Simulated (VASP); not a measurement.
Here is the system:

```
CELL_PARAMETERS angstrom
      0.00000     2.26717     2.26717
      2.26717     0.00000     2.26717
      2.26717     2.26717     0.00000
ATOMIC_POSITIONS crystal
  Hf 0.00000 0.00000 0.00000
  N  0.50000 0.50000 0.50000
```

Level of theory: PBE GGA, VASP's PBE PAW potentials (set 64) (plane waves; VASP 6.6.1). Numerical set-up: 520 eV cut-off, Gaussian smearing of 0.050 eV, potentials Hf_pv N.

### Question
Give the energies of bands 5 to 10 at the high-symmetry points, in eV from the Fermi level.

### Answer

```json
[
 {"band": "5", "Γ": "-3.04", "X": "-5.44", "U": "-6.34", "L": "-8.85", "W": "-6.15"},
 {"band": "6", "Γ": "-3.04", "X": "-3.79", "U": "-5.55", "L": "-6.16", "W": "-5.48"},
 {"band": "7", "Γ": "-3.04", "X": "-3.72", "U": "-4.96", "L": "-6.16", "W": "-5.48"},
 {"band": "8", "Γ": "-0.37", "X": "-3.72", "U": "-0.87", "L": "3.20", "W": "1.08"},
 {"band": "9", "Γ": "-0.37", "X": "4.01", "U": "3.79", "L": "3.62", "W": "1.08"},
 {"band": "10", "Γ": "-0.37", "X": "5.41", "U": "4.36", "L": "3.62", "W": "5.40"}
]
```

It has no gap at this level: it comes out as a metal or semimetal.

The structure was generated: HfN was put into the rock salt type (Fm-3m), which need not be its known phase. It was relaxed first, which changed the volume by -38 %. The electron count is odd and the run is not spin-polarised, which forces a metal.
